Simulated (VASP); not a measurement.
Runs of VASP 6.6.1 on Hf. The cell holds a sheet with vacuum, 1 atom: a = 2.779 Å, b = 2.779 Å, c = 23.800 Å, α = 90.00°, β = 90.00°, γ = 90.00°. The cell was built by a generator and needn't be a form met in nature.

```csv
level,potentials or basis,gap on the mesh (eV),work function (eV)
r2SCAN,"VASP PAW PBE potentials, release 64 (Hf_pv)",none,4.36
LDA,"VASP PAW LDA potentials, release 64 (Hf_pv)",none,4.49
BLYP,"VASP PAW PBE potentials, release 64 (Hf_pv)",none,(b)
revPBE,"VASP PAW PBE potentials, release 64 (Hf_pv)",none,4.16
PBEsol,"VASP PAW PBE potentials, release 64 (Hf_pv)",none,(a)
RPBE,"VASP PAW PBE potentials, release 64 (Hf_pv)",none,4.15
PW91,"VASP PAW PBE potentials, release 64 (Hf_pv)",none,4.31
```

Alike in all rows: task work function; no spin polarisation; cell as given; k mesh 10 × 10 × 1; cutoff (eV) 520; smearing fermi-dirac 0.05 eV.

Task: Estimate the missing entries.

Result: (a) 4.37; (b) 3.90.

A k mesh can miss the band edges, and the runs leave out spin-orbit coupling on Hf.

A gap of «none» marks a metal or a gap under the smearing width.

Runs at the PBE level aren't shown here.
